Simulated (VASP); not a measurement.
Consider the following.

```
MnO2
1.0
    4.40979     0.00000     0.00000
    0.00000     4.40979     0.00000
    0.00000     0.00000     2.87738
Mn O
2 4
Direct
  0.00000   0.00000   0.00000
  0.50000   0.50000   0.50000
  0.30439   0.30439   0.00000
  0.80439   0.19561   0.50000
  0.19561   0.80439   0.50000
  0.69561   0.69561   0.00000
```
Starting moments (μB, in the order of the record's atoms Mn Mn O O O O): 2.6 -2.6 -0.1 0.1 0.1 -0.1.

Calculation: TPSS meta-GGA, VASP's PBE PAW potentials (set 64) (plane waves; VASP). Numerical set-up: 520 eV cut-off, 8×8×12 Γ-centred mesh, tetrahedra with Blöchl corrections, potentials Mn_pv O.

The cores are frozen, which limits the accuracy of field gradients.

Question: Give the principal components of the electric field gradient (V/Å²) and the asymmetry η at each nucleus.

Answer: 
```
atom   Vxx   Vyy    Vzz     η
----  ----  ----  -----  ----
Mn1   -5.1  -5.0   10.1  0.01
Mn2   -5.1  -5.0   10.1  0.01
O3    65.4  30.8  -96.3  0.36
O4    65.4  30.8  -96.3  0.36
O5    65.4  30.8  -96.3  0.36
O6    65.4  30.8  -96.3  0.36
```

The compound is MnO2 in the rutile structure. It was relaxed first.
